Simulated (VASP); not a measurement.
OSZICAR of a VASP run on NaF (rock salt):

File OSZICAR:
```
       N       E                     dE             d eps       ncg     rms          rms(c)
DAV:   1     0.108381720566E+03    0.10838E+03   -0.85621E+03   784   0.158E+03
DAV:   2    -0.920908284953E+01   -0.11759E+03   -0.10967E+03   782   0.384E+02
DAV:   3    -0.154977769673E+02   -0.62887E+01   -0.62702E+01   896   0.896E+01
DAV:   4    -0.155619188908E+02   -0.64142E-01   -0.64133E-01   860   0.970E+00
DAV:   5    -0.155626566441E+02   -0.73775E-03   -0.73772E-03   887   0.106E+00    0.474E+00
DAV:   6    -0.121927525338E+02    0.33699E+01   -0.14278E+00  1036   0.180E+01    0.159E+00
DAV:   7    -0.121870960724E+02    0.56565E-02   -0.10295E+00   770   0.139E+01    0.173E+00
DAV:   8    -0.123188439195E+02   -0.13175E+00   -0.37218E-01   770   0.933E+00    0.661E-01
DAV:   9    -0.118317127458E+02    0.48713E+00   -0.17569E-01   770   0.498E+00    0.920E-01
DAV:  10    -0.120951794902E+02   -0.26347E+00   -0.25950E-01   770   0.611E+00    0.251E-01
DAV:  11    -0.120929092990E+02    0.22702E-02   -0.57313E-03   893   0.918E-01    0.301E-01
DAV:  12    -0.120894590963E+02    0.34502E-02   -0.60272E-03   770   0.135E+00    0.976E-02
DAV:  13    -0.120916491947E+02   -0.21901E-02   -0.16449E-03   788   0.566E-01    0.165E-02
DAV:  14    -0.120916990067E+02   -0.49812E-04   -0.11708E-04   809   0.152E-01    0.222E-02
DAV:  15    -0.120916664388E+02    0.32568E-04   -0.11949E-04   788   0.142E-01    0.762E-03
DAV:  16    -0.120917128666E+02   -0.46428E-04   -0.26706E-05   800   0.762E-02    0.286E-03
DAV:  17    -0.120917112953E+02    0.15713E-05   -0.77397E-07   881   0.145E-02    0.104E-03
DAV:  18    -0.120917078252E+02    0.34700E-05   -0.14177E-07   791   0.619E-03    0.794E-04
DAV:  19    -0.120917079355E+02   -0.11030E-06   -0.43551E-07   797   0.101E-02
   1 F= -.12091708E+02 E0= -.12091708E+02  d E =-.120917E+02
```

Q: Which electronic solver shows in the log?

A: It is blocked Davidson (ALGO = Normal, or the opening steps of other solvers). The INCAR had ALGO = Normal.

Q: Can the final energy be trusted as converged?

A: The run converged. It stopped with EDIFF = 1E-6, NELM = 100, NSW = 60 and EDIFFG = -0.01 after 1 ionic step (r2SCAN+rVV10, plane waves, VASP's PBE PAW potentials (set 64)).

The compound is NaF in the rock salt structure. It was relaxed first, which changed the volume by -5 %. The start is the result of an earlier pass.
